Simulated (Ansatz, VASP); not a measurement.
## Cross-check of AlNi3 between VASP and Ansatz

Aim: how closely do two programs agree when they are given the same cell, functional and k mesh? The cell is taken from a series of runs on this material, whose earlier steps may have relaxed, scaled, displaced or heated it; both programs get it as it stands.

Program: Ansatz 0.2.0. Level of theory: plane waves, with VASP 6.6.1 beside it; elastic constants at PBEsol. Results are calculated unless marked as measured.

## Step 1: Set-up

Symmetry: Pm-3m, No. 221, cubic system. The conventional cell has a = 3.519 Å, b = 3.519 Å, c = 3.519 Å, α = 90.00°, β = 90.00°, γ = 90.00°. Al has 12 Ni at 2.49 Å nearest. Nearest to Ni lie 4 Al at 2.49 Å and 8 Ni at 2.49 Å. Farther neighbours are not listed.

## Step 2: Ansatz: elastic constants, PBEsol

Ansatz runs on its default PAW (the set named soft_2) files.

Elastic constants are differences of stresses under small strains, so they test the stress and the mesh.

The input, input.yaml:

```yaml
crystal:
  lattice:
    - [3.5186310958, 0.0, 0.0]
    - [0.0, 3.5186310958, 0.0]
    - [0.0, 0.0, 3.5186310958]
  atoms:
    - { symbol: Al, position: [0.0, 0.0, 0.0] }
    - { symbol: Ni, position: [0.0, 0.5, 0.5], spin: -0.27 }
    - { symbol: Ni, position: [0.5, 0.0, 0.5], spin: -0.27 }
    - { symbol: Ni, position: [0.5, 0.5, 0.0], spin: -0.27 }
kpoints:
  mp_grid: { grid: [10, 10, 10] }
hamiltonian:
  xc: pbesol
scf:
  occupations: { method: methfessel_paxton, width: 0.25 }
output:
  forces: true
  stress: true
  eigenvalues: true
  populations: true
magnetization:
  spin_polarized: true
elastic:
  mode: relaxed_ion
  stencil: two_point
  amplitude: 0.01
```

Launch:

```
$ ansatz run input.yaml --threads 4 --pin off --max-ram 16384MiB --backend cpu --events-out ev --progress --plain --runs-dir out
```

Numbers of over 12 decimals in the logs are rounded to 6 here.

Log:

```text
Engine: ansatz 0.2.0, aarch64-unknown-linux-gnu
Pseudopotentials: kind: paw
Pseudopotential: Al, paw, valence charge 3, recommended cutoff 420 eV (normal), Al.paw.azcp
Pseudopotential: Ni, paw, valence charge 18, recommended cutoff 420 eV (normal), Ni.paw.azcp
Functional definition: PBEsol
  exchange = pbesol_x
  correlation = pbesol_c
Crystal: 4 atoms, lattice volume = 43.563 Å³
Basis set: ecut = 420 eV, 847 PW (Γ), exchange–correlation on 48×48×48 points (8 copies of the dense FFT grid, shifted against one another)
Bands: 35, of which v1, the nominal top of the filled ones, is band 29 counted from 1 (28 counted from 0)
Symmetry: 48 space group operations
Space group: Pm-3m (ITA 221), of the structure as read, at distance tolerance 3.5e-5 Å
Magnetic group: BNS 221.92 (UNI 1594), of the structure as read, at distance tolerance 3.5e-5 Å
k-points: 56 of 1000
Non-local potential: Al, projectors of the file, l = 0: 2, l = 1: 2, l = 2: 1
Non-local potential: Ni, projectors of the file, l = 0: 3, l = 1: 2, l = 2: 3, l = 3: 1
PAW form: soft (Blöchl's): semilocal exchange-correlation on the pseudo side does not see the compensation charge
PAW frozen core: Al, regenerated for the run's functional, and the local potential with it (the file was generated under x = pbe(κ = 0.804, μ = 0.219515), c = pbe(β = 0.066725))
PAW frozen core: Ni, regenerated for the run's functional, and the local potential with it (the file was generated under x = pbe(κ = 0.804, μ = 0.219515), c = pbe(β = 0.066725))
PAW one-centre angular grid: Al, 110 points (default); XC on 64 Gauss nodes
PAW one-centre angular grid: Ni, 590 points (default); XC on 64 Gauss nodes
Initial density: superposition of atomic densities (chi_scale 0.1, normalization cell)
Starting moments: Σ|m| = 0.81 μB on 3 of 4 sites
Initial wavefunctions: pseudopotential atomic-orbital guess
Functional: x = pbesol(κ = 0.804, μ = 0.123457), c = pbesol(β = 0.046)
SCF 1 converged in 41 iterations: F = -17941.241966 eV  dr2 = 4.84e-10
  greatest PAW one-centre occupation: 1.001 electrons in one spin orbital (limit 2), on the Ni atom at site 2 (counted from 0), in its partial waves of l = 1
Initial density: read from a saved state, or passed on in memory by an earlier SCF of this step, an earlier step, the calling program or the single point that the run made first
Stability of the state it starts from, as read at its close in the collinear treatment: not read, because cold or Methfessel-Paxton smearing, or corrected tetrahedra, fill the levels in a way that the test cannot read (fill_not_monotonic); its run was given moments
Starting moments: Σ|m| = 0.81 μB on 3 of 4 sites; this step starts from the density that it was given
iter 1 solved again at ethr=2.23e-8 eV; its pass at ethr=3.10e-3 eV (dr2=1.27e-5 eV) is discarded
SCF iter   1: F=—  HF=-17941.241962 eV  |F-HF|=—  |Δ(HF+E_count)|=         —  Δρ=1.91e-6 (↑1.43e-6 ↓1.91e-6)  dr2=2.42e-10  dr2_m=1.07e-9  M=-0.670 μB ∫|m|=0.824 μB  β_m=0.30  ethr=2.23e-8  ⟨swp⟩=3.3  Hψ=24640  notcnv=0
eigensolver tolerance schedule: the retry pair's looser diagonalisation over-reported the residual by 52373.71 of it (diagonalisation noise at 0.60 of the residual, at the tolerance the schedule requests for it); recorded, not acted on — ethr = c·dr2/N_el stays at c = 1.0e-1
preconditioner: auto → Kerker (q_TF=auto, 2.853 Å⁻¹)  [metal: Δε(μ)=0.014 eV  Ē_g=7.635 eV  σ=0.250 eV  W_gap=0.05  n_scr=18 (ndim 8)  ℏωp=32.3 eV  f_vac=0.001  D(μ)=3.62/eV (n_scr^D=32)]
spin=Collinear: Kerker preconditioning applied to the charge; magnetization (m = ρ↑ − ρ↓) channel mixes plain (no charge-response kernel on spin).
SCF iter   2: F=—  HF=-17941.241966 eV  |F-HF|=—  |Δ(HF+E_count)|=   4.14e-6  S|Δr|=    0.00e0  Δρ=1.74e-6 (↑1.29e-6 ↓1.74e-6)  dr2=1.94e-10  dr2_m=8.95e-10  M=-0.670 μB ∫|m|=0.824 μB  β_m=0.65  ethr=4.25e-13 (applied; sched 1.00e-12)  ⟨swp⟩=3.4  Hψ=9755  notcnv=0
SCF iter   3: F=—  HF=-17941.241966 eV  |F-HF|=—  |Δ(HF+E_count)|=   1.58e-9  S|Δr|=    0.00e0  Δρ=3.23e-6 (↑3.23e-6 ↓2.26e-6)  dr2=7.87e-9  dr2_m=1.05e-10  M=-0.670 μB ∫|m|=0.824 μB  β_m=0.58  ethr=3.40e-13 (applied; sched 1.00e-12)  ⟨swp⟩=2.3  Hψ=7355  notcnv=0  recentre
SCF iter   4: F=—  HF=-17941.241966 eV  |F-HF|=—  |Δ(HF+E_count)|=  8.37e-10  S|Δr|=    0.00e0  Δρ=2.07e-6 (↑2.07e-6 ↓1.05e-6)  dr2=2.60e-9  dr2_m=1.10e-10  M=-0.670 μB ∫|m|=0.824 μB  β_m=0.79  ethr=1.00e-12  ⟨swp⟩=2.0  Hψ=5563  notcnv=0
SCF iter   5: F=—  HF=-17941.241966 eV  |F-HF|=—  |Δ(HF+E_count)|=  2.91e-10  S|Δr|=    0.00e0  Δρ=7.34e-7 (↑7.34e-7 ↓3.08e-7)  dr2=2.92e-10  dr2_m=1.92e-11  M=-0.670 μB ∫|m|=0.824 μB  β_m=0.81  ethr=1.00e-12  ⟨swp⟩=2.2  Hψ=5463  notcnv=0
[...]
SCF iter   3: F=—  HF=-17941.239986 eV  |F-HF|=—  |Δ(HF+E_count)|=   1.46e-6  S|Δr|=    0.00e0  Δρ=8.40e-5 (↑8.40e-5 ↓7.67e-5)  dr2=2.67e-6  dr2_m=4.04e-7  M=-0.670 μB ∫|m|=0.824 μB  β_m=0.39  ethr=1.98e-9  ⟨swp⟩=2.0  Hψ=17693  notcnv=0  defer=105
SCF iter   4: F=—  HF=-17941.239987 eV  |F-HF|=—  |Δ(HF+E_count)|=   7.84e-7  S|Δr|=    0.00e0  Δρ=4.02e-5 (↑4.02e-5 ↓2.25e-5)  dr2=3.97e-7  dr2_m=1.76e-7  M=-0.670 μB ∫|m|=0.823 μB  β_m=0.39  ethr=1.98e-9  ⟨swp⟩=2.2  Hψ=16721  notcnv=0  defer=105
[...]
SCF iter  12: F=—  HF=-17941.239987 eV  |F-HF|=—  |Δ(HF+E_count)|=  3.64e-12  S|Δr|=    0.00e0  Δρ=3.85e-8 (↑3.85e-8 ↓3.68e-8)  dr2=1.49e-12  dr2_m=2.90e-14  M=-0.669 μB ∫|m|=0.822 μB  β_m=0.96  ethr=1.31e-14 (applied; sched 1.00e-12)  ⟨swp⟩=1.0  Hψ=12603  notcnv=0  defer=417
SCF iter  13: F=—  HF=-17941.239987 eV  |F-HF|=—  |Δ(HF+E_count)|=  3.64e-12  S|Δr|=    0.00e0  Δρ=1.42e-8 (↑1.42e-8 ↓8.11e-9)  dr2=1.72e-13  dr2_m=5.25e-15  M=-0.669 μB ∫|m|=0.822 μB  β_m=0.98  ethr=2.62e-15 (applied; sched 1.00e-12)  ⟨swp⟩=1.9  Hψ=15312  notcnv=0  defer=417
SCF iter  14: F=—  HF=-17941.239987 eV  |F-HF|=—  |Δ(HF+E_count)|=    0.00e0  S|Δr|=    0.00e0  Δρ=1.78e-8 (↑1.78e-8 ↓1.36e-8)  dr2=3.35e-13  dr2_m=1.99e-15  M=-0.669 μB ∫|m|=0.822 μB  β_m=0.77  ethr=1.00e-12  ⟨swp⟩=3.1  Hψ=36016  notcnv=0
SCF iter  15: F=-17941.239987 eV  HF=-17941.239987 eV  |F-HF|=3.64e-12  |Δ(HF+E_count)|=  3.64e-12  S|Δr|=    0.00e0  Δρ=1.20e-9 (↑1.20e-9 ↓1.04e-9)  dr2=1.48e-15  dr2_m=1.36e-17  M=-0.669 μB ∫|m|=0.822 μB  ethr=1.00e-12  ⟨swp⟩=2.2  Hψ=37940  notcnv=0
SCF 6 converged in 15 iterations: F = -17941.239987 eV  dr2 = 1.48e-15
SCF converged after 8 iterations
Stability not checked: this state was not tested for a lower state beside it, because cold or Methfessel-Paxton smearing, or corrected tetrahedra, fill the levels in a way that the test cannot read (fill_not_monotonic; see scf.lower_state_search)
Magnetization: -0.6699 μB (28.1650 up, 28.8350 down)
Absolute magnetization: 0.8240 μB (∫|ρ↑−ρ↓|, with the PAW one-centre terms)
Spin contamination: 0.0116 ħ² per cell (⟨S²⟩ above its minimum at these occupations)
Per-site moments (μB) at R_I (Å): [(0.014504, 1.026320), (-0.246148, 1.026320), (-0.246148, 1.026320), (-0.246148, 1.026320)]
Free energy (F): -17941.241966 eV
Harris-Foulkes:  -17941.241966 eV  (|F-HF|=0.00e0)
Internal energy: -17941.246588 eV  (E = F + TS)
E sigma→0 (E₀):  -17941.243121 eV
Entropy (-TS):   0.004622 eV (1.155 meV/atom)
Fermi energy:    16.370219 eV
--- Per-component energies (eV) ---
  E_band       = -901.642421
  E_kinetic    = 880.262129
  E_local      = -11848.252699  (includes V_loc(G=0)·N_el)
  E_nonlocal   = 1919.557942
  E_hartree    = 5042.625142
  E_xc         = -296.397963
  E_vxc        = -361.804642  (∫ρ·V_xc dr)
  E_paw        = -5240.928546  (= ΣΔE_a)
  E_vpaw       = -1576.656982  (= ΣTr[D̂ρ^β])
  E_aug_tail   = 0.001581  (compensation charges beyond the density's cutoff)
  E_ewald      = -8398.725180
  E_core_change = 0.611006  (= ΣΔE_core)
  E_smearing   = 0.004622  (= −TS)
  E_closure    = -0.000000  (closes the sum)
  Σ components = -17941.241966   (vs F -17941.241966, Δ=0.00e0)
--- Forces (eV/Å), atoms counted from 1 ---
  atom   1  Al    -0.00000000     0.00000000    -0.00000000
  atom   2  Ni     0.00000000    -0.00000000    -0.00000000
  atom   3  Ni     0.00000000    -0.00000000    -0.00000000
  atom   4  Ni     0.00000000     0.00000000     0.00000000
  max |Σ_I F_I| component: 1.94e-28 eV/Å
--- Stress (GPa, compression-positive) ---
        0.001957       0.000000       0.000000
        0.000000       0.001957       0.000000
        0.000000       0.000000       0.001957
  P = ⅓ Tr σ = 0.0020 GPa (0.020 kbar)
--- Band table (eV; the first three rows and the last of 112) ---
  k-point 0 ↑: bands = [... 25 lower, 16.7334, 16.7334, 16.7334, 17.1764, 17.1764, 17.1764, 23.1888, 23.1888, ... 2 higher]
  k-point 1 ↑: bands = [... 25 lower, 16.3534, 16.3643, 16.7278, 16.7335, 17.7248, 17.7248, 23.1737, 23.5307, ... 2 higher]
  k-point 2 ↑: bands = [... 25 lower, 16.0076, 16.0410, 16.2274, 16.7339, 18.5974, 18.5974, 23.1294, 23.7773, ... 2 higher]
  k-point 55 ↓: bands = [... 25 lower, 15.2946, 15.2946, 16.0411, 16.1591, 16.1591, 16.1591, 20.0323, 20.5289, ... 2 higher]
--- Elastic constants: 2 strain directions × 2 members + reference (group order 48) ---
  dense FFT box of the reference and of every strained cell: 24×24×24
  strains applied: 11, 23; error gains: componentwise 1.00 (the most a stress slope's error grows in a printed constant), spectral 1.73 (1 for all six strains in a standard setting)
  C = ∂σ_k/∂η_j (tension-positive GPa; Voigt order 11 22 33 23 13 12):
       272.058    169.486    169.486     -0.000     -0.000     -0.000
       169.486    272.058    169.486     -0.000     -0.000     -0.000
       169.486    169.486    272.058     -0.000     -0.000     -0.000
        -0.000      0.000     -0.000    146.175      0.000     -0.000
         0.000      0.000     -0.000     -0.000    146.175      0.000
         0.000     -0.000      0.000      0.000      0.000    146.175
  reference stress σ⁰ (GPa):     -0.002     -0.002     -0.002     -0.000     -0.000     -0.000
  C* (energy form; C + prestress term) asymmetry max|C*_kj − C*_jk| = 8.527e-14 GPa — a small one proves nothing (zero by symmetry where the batch's group is 432, −43m or m−3m); a large one is finite-difference/SCF noise where every solve meets its electron count
  moduli (Voigt/Reuss/Hill, GPa): K = 203.68/203.68/203.68   G = 108.22/84.00/96.11   E = 249.15   ν = 0.296
  mechanically stable: yes (min eigenvalue of sym C = 102.57 GPa)
  strain η (Voigt 11):  stress-route row diagonal C_11 = 272.06 GPa, energy-path curvature d²(F+E_count+ΔE)/dδ²/Ω₀ = 272.27 GPa
         δ    σ_11 (GPa)             F (eV)   n_scf  n_hpsi   n_pw
    -1.000e-2      -2.7749      -17941.2382248      16  231535    876   relax 0 steps, max|allowed force component| 4.15e-29 eV/Å
     1.000e-2       2.6663      -17941.2383168      20  268454    884   relax 0 steps, max|allowed force component| 1.07e-28 eV/Å
  strain η (Voigt 23):  stress-route row diagonal C_44 = 146.17 GPa, energy-path curvature d²(F+E_count+ΔE)/dδ²/Ω₀ = 146.18 GPa
         δ    σ_23 (GPa)             F (eV)   n_scf  n_hpsi   n_pw
    -1.000e-2      -1.4617      -17941.2399869      14  321914    872   relax 0 steps, max|allowed force component| 1.47e-28 eV/Å
     1.000e-2       1.4617      -17941.2399869      15  330021    872   relax 0 steps, max|allowed force component| 4.55e-28 eV/Å
--- Löwdin populations: 4 sites ---
  site symbol       q [e]    m [muB]
     0     Al      3.5393     0.0376
     1     Ni     17.6277    -0.2436
     2     Ni     17.6277    -0.2436
     3     Ni     17.6277    -0.2436
  spilling = 0.010134 (of n_electrons = 57.000000)
```

The column dr2 measures how far the density is from self-consistency, as an energy; F and HF (Harris–Foulkes) agree once it is small.

(Continued in part 2 of 2.)

[Lines on the potential files, build, host, timing and source positions are cut from VASP's logs without a mark.]

[Logs are printed without paths, hosts, clocks, repeated set-up lines and the standing remarks that a program may print on its own settings, such as how far it seeks lower states.]

[Hosts, paths, dates, database ids (printed as entryN), source tags and the programs' standing remarks are cut or masked in the printed files.]
